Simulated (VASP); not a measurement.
These are r2SCAN meta-GGA, VASP's PBE PAW potentials (set 64) (plane waves; VASP) values and carry that method's errors.

VASP input:

File POSCAR:
```
C
1.0
  0.0000000000   1.7455170280   1.7455170280
  1.7455170280   0.0000000000   1.7455170280
  1.7455170280   1.7455170280   0.0000000000
C
2
Cartesian
  0.0000000000   0.0000000000   0.0000000000
  0.8727585140   0.8727585140   0.8727585140
```

**INCAR**
```
SYSTEM  =  C
PREC  =  Accurate; ENCUT  =  620; LREAL  =  .FALSE.
LASPH  =  .TRUE.
EDIFF  =  1E-6; NELM  =  100; ALGO  =  Normal
LMIXTAU  =  .TRUE.
ISMEAR  =  0; SIGMA  =  0.05
METAGGA  =  R2SCAN
IBRION  =  2; NSW  =  40; ISIF  =  3
EDIFFG  =  -0.02; PSTRESS  =  300
LWAVE  =  .FALSE.; LCHARG  =  .FALSE.
```

### KPOINTS
```
K-points
0
Gamma
  13 13 13
```

POTCAR, in this order: C (PBE.64 set). Program: vasp_std.

What VASP printed:

**OSZICAR**
```
       N       E                     dE             d eps       ncg     rms          rms(c)
DAV:   1     0.126082532544E+01    0.12608E+01   -0.61182E+03  1360   0.120E+03
DAV:   2    -0.218409220370E+02   -0.23102E+02   -0.22317E+02  2120   0.133E+02
DAV:   3    -0.219756014265E+02   -0.13468E+00   -0.13468E+00  1440   0.133E+01
DAV:   4    -0.219757649821E+02   -0.16356E-03   -0.16356E-03  1928   0.484E-01
DAV:   5    -0.219757650300E+02   -0.47857E-07   -0.47830E-07  1400   0.581E-03    0.555E+00
DAV:   6    -0.194143666400E+02    0.25614E+01   -0.38444E-01  1664   0.713E+00    0.453E+00
DAV:   7    -0.223491350915E+02   -0.29348E+01   -0.14809E+00  1552   0.938E+00    0.911E-01
DAV:   8    -0.194009744851E+02    0.29482E+01   -0.43155E-01  1456   0.597E+00    0.124E+00
DAV:   9    -0.195898466164E+02   -0.18887E+00   -0.30708E-02  1560   0.235E+00    0.220E-01
DAV:  10    -0.196015559467E+02   -0.11709E-01   -0.74434E-03  1720   0.102E+00    0.197E-01
DAV:  11    -0.196013766672E+02    0.17928E-03   -0.10783E-04  1344   0.122E-01    0.137E-01
DAV:  12    -0.196040559925E+02   -0.26793E-02   -0.68489E-04  1344   0.347E-01    0.226E-02
DAV:  13    -0.196040876818E+02   -0.31689E-04   -0.13125E-05  1912   0.507E-02    0.161E-02
DAV:  14    -0.196040900146E+02   -0.23327E-05   -0.14512E-06  1296   0.145E-02    0.299E-02
DAV:  15    -0.196040891031E+02    0.91149E-06   -0.14434E-06  1448   0.145E-02
   1 F= -.17612439E+02 E0= -.17612439E+02  d E =-.176124E+02
```

OUTCAR:
```
------------------------ aborting loop because EDIFF is reached ----------------------------------------
  FORCE on cell =-STRESS in cart. coord.  units (eV):
  Direction    XX          YY          ZZ          XY          YZ          ZX
  --------------------------------------------------------------------------------------
  Total        1.9877630      1.9877630      1.9877630     -0.0000000     -0.0000000     -0.0000000
  in kB      299.4145597    299.4145597    299.4145597     -0.0000000     -0.0000000     -0.0000000
  external PRESSURE =      -0.5854403 kB  Pullay stress =     300.0000000 kB
  volume of cell :       10.64
      direct lattice vectors                 reciprocal lattice vectors
     0.000000000  1.745517028  1.745517028    -0.286448079  0.286448079  0.286448079
     1.745517028  0.000000000  1.745517028     0.286448079 -0.286448079  0.286448079
     1.745517028  1.745517028  0.000000000     0.286448079  0.286448079 -0.286448079
 POSITION                                       TOTAL-FORCE (eV/Angst)
 -----------------------------------------------------------------------------------
      0.00000      0.00000      0.00000         0.000000      0.000000      0.000000
      0.87276      0.87276      0.87276        -0.000000     -0.000000     -0.000000
 -----------------------------------------------------------------------------------
    total drift:                                0.000000      0.000000      0.000000
  FREE ENERGIE OF THE ION-ELECTRON SYSTEM (eV)
  ---------------------------------------------------
  free  energy   TOTEN  =       -19.6040891031 eV

  energy  without entropy=      -19.6040891031  energy(sigma->0) =      -19.60408910
  enthalpy is  TOTEN    =       -17.6124394843 eV   P V=        1.9916496187

 reached required accuracy - stopping structural energy minimisation
```
(Selected blocks of OUTCAR.)

The compound is C in the diamond structure. It was relaxed first under an external pressure of 30 GPa.
